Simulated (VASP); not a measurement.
Co (hcp) is relaxed at rising pressure, each step from the one before. Symmetry mostly holds the structure type, and other phases were not tried. The mesh follows the cell, and a change of mesh leaves a small step in the series.

```xyz
2
Lattice="1.2466 -2.1592 0.0000 1.2466 2.1592 0.0000 0.0000 0.0000 4.0245" Properties=species:S:1:pos:R:3 pbc="T T T"
Co     1.2466     0.7197     1.0061
Co     1.2466    -0.7197     3.0184
```
Starting moments (μB, in the order of the record's atoms Co Co): 1.6 1.6.

Calculation: PBE GGA, VASP's PBE PAW potentials (set 64) (plane waves; VASP 6.6.1). Numerical set-up: 500 eV cut-off, 17×17×9 Γ-centred mesh, first-order Methfessel-Paxton smearing of 0.10 eV, potentials Co.

| P (GPa) | V (Å³/atom) | H − H(0) (eV/atom) | space group | gap on the mesh (eV) | k-mesh |
|---|---|---|---|---|---|
| 0 | 10.83 | 0.000 | P6_3/mmc | 0.00 | 17×17×9 |
| 5 | 10.59 | 0.334 | P6_3/mmc | 0.00 | 17×17×9 |
| 10 | (withheld) | (withheld) | P6_3/mmc | 0.00 | 17×17×9 |
| 30 | (withheld) | (withheld) | P6_3/mmc | 0.00 | 17×17×9 |
| 45 | 9.33 | 2.802 | P6_3/mmc | 0.00 | 18×18×10 |

Fill in the missing entries.

- 30, V (Å³/atom): 9.70
- 30, H − H(0) (eV/atom): 1.912
- 10, V (Å³/atom): 10.38
- 10, H − H(0) (eV/atom): 0.661

Pressures at which the relaxation failed are left out.

The compound is Co in the hcp structure. The spin order is the one that the start imposed; others were not tried in this run.
